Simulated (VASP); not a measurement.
Method: PBE GGA, VASP's PBE PAW potentials (set 64) (plane waves; VASP 6.6.1).

VASP input:

POSCAR:
```
ZnSe
1
    0.0000000000     2.8917000000     2.8917000000
    2.8917000000     0.0000000000     2.8917000000
    2.8917000000     2.8917000000     0.0000000000
Zn Se
1 1
Direct
  0.0000000000   0.0000000000   0.0000000000
  0.2500000000   0.2500000000   0.2500000000
```

KPOINTS:
```
Automatic mesh
0
Gamma
7 7 7
0 0 0
```

INCAR:
```
SYSTEM = ZnSe
EDIFF = 1E-6   ! SCF stop (eV)
GGA = PE   ! PBE
LMAXMIX = 4   ! l cut-off of mixed one-centre charges
LASPH = T   ! aspherical one-centre terms
NELM = 100   ! most electronic steps
ISIF = 2   ! forces and stress, cell fixed
SIGMA = 0.05   ! width (eV)
ALGO = Damped
LCHARG = F
LREAL = F
ISMEAR = 0   ! Gaussian
ENCUT = 400   ! plane-wave cut-off (eV)
PREC = Accurate
LWAVE = F
```

POTCAR, in this order: Zn Se (PBE.64 set). Program: vasp_std.

Output

File OSZICAR:
```
       N       E                     dE             d eps       ncg     rms           ort
DAV:   1     0.141025908212E+03    0.14103E+03   -0.71869E+03   260   0.142E+03
DAV:   2     0.286086227878E+02   -0.11242E+03   -0.10784E+03   260   0.343E+02
DAV:   3    -0.596072064806E+00   -0.29205E+02   -0.28603E+02   260   0.156E+02
DAV:   4    -0.549910742436E+01   -0.49030E+01   -0.48516E+01   260   0.708E+01
DAV:   5    -0.620620988582E+01   -0.70710E+00   -0.70237E+00   260   0.234E+01
SDA:   6    -0.559460881114E+01    0.61160E+00   -0.78321E+00   260   0.196E+01   0.000E+00
DMP:   7    -0.587227722479E+01   -0.27767E+00   -0.19692E+00   260   0.700E+00  -0.543E+00
DMP:   8    -0.599072571543E+01   -0.11845E+00   -0.61421E-01   260   0.117E+00   0.964E-01
DMP:   9    -0.599953182950E+01   -0.88061E-02   -0.38447E-01   260   0.139E+00  -0.112E+00
DMP:  10    -0.602168896581E+01   -0.22157E-01   -0.60841E-02   260   0.982E-02   0.141E-01
DMP:  11    -0.602212059120E+01   -0.43163E-03   -0.56682E-02   260   0.192E-01  -0.133E-01
DMP:  12    -0.602518443306E+01   -0.30638E-02   -0.80513E-03   260   0.159E-02   0.112E-02
DMP:  13    -0.602529318970E+01   -0.10876E-03   -0.81564E-03   260   0.260E-02  -0.146E-02
DMP:  14    -0.602569454090E+01   -0.40135E-03   -0.79786E-04   260   0.216E-03  -0.424E-04
DMP:  15    -0.602570133629E+01   -0.67954E-05   -0.13592E-03   260   0.405E-03  -0.171E-03
DMP:  16    -0.602577468444E+01   -0.73348E-04   -0.14889E-04   260   0.259E-04   0.296E-04
DMP:  17    -0.602577570663E+01   -0.10222E-05   -0.17498E-04   260   0.556E-04  -0.312E-04
DMP:  18    -0.602578591632E+01   -0.10210E-04   -0.28458E-05   260   0.495E-05   0.567E-05
DMP:  19    -0.602578652789E+01   -0.61157E-06   -0.22663E-05   260   0.744E-05  -0.464E-05
DMP:  20    -0.602578768933E+01   -0.11614E-05   -0.44399E-06   260   0.810E-06   0.786E-06
DMP:  21    -0.602578770389E+01   -0.14554E-07   -0.32081E-06   260   0.108E-05  -0.723E-06
   1 F= -.60257877E+01 E0= -.60257877E+01  d E =-.193203E-15
```

### OUTCAR
```
------------------------ aborting loop because EDIFF is reached ----------------------------------------
  FORCE on cell =-STRESS in cart. coord.  units (eV):
  Direction    XX          YY          ZZ          XY          YZ          ZX
  --------------------------------------------------------------------------------------
  Total       -0.4319426     -0.4319426     -0.4319426      0.0000000     -0.0000000     -0.0000000
  in kB      -14.3102413    -14.3102413    -14.3102413      0.0000000     -0.0000000     -0.0000000
  external PRESSURE =     -14.3102413 kB  Pullay stress =       0.0000000 kB
  volume of cell :       48.36
      direct lattice vectors                 reciprocal lattice vectors
     0.000000000  2.891700000  2.891700000    -0.172908670  0.172908670  0.172908670
     2.891700000  0.000000000  2.891700000     0.172908670 -0.172908670  0.172908670
     2.891700000  2.891700000  0.000000000     0.172908670  0.172908670 -0.172908670
  FREE ENERGIE OF THE ION-ELECTRON SYSTEM (eV)
  ---------------------------------------------------
  free  energy   TOTEN  =        -6.0257877039 eV

  energy  without entropy=       -6.0257877039  energy(sigma->0) =       -6.02578770
```
(Selected blocks of OUTCAR.)

The compound is ZnSe in the zinc blende structure. The cell was not relaxed at this level. The run is one of a series of settings (ALGO = Damped against the base run), some of them coarse on purpose.
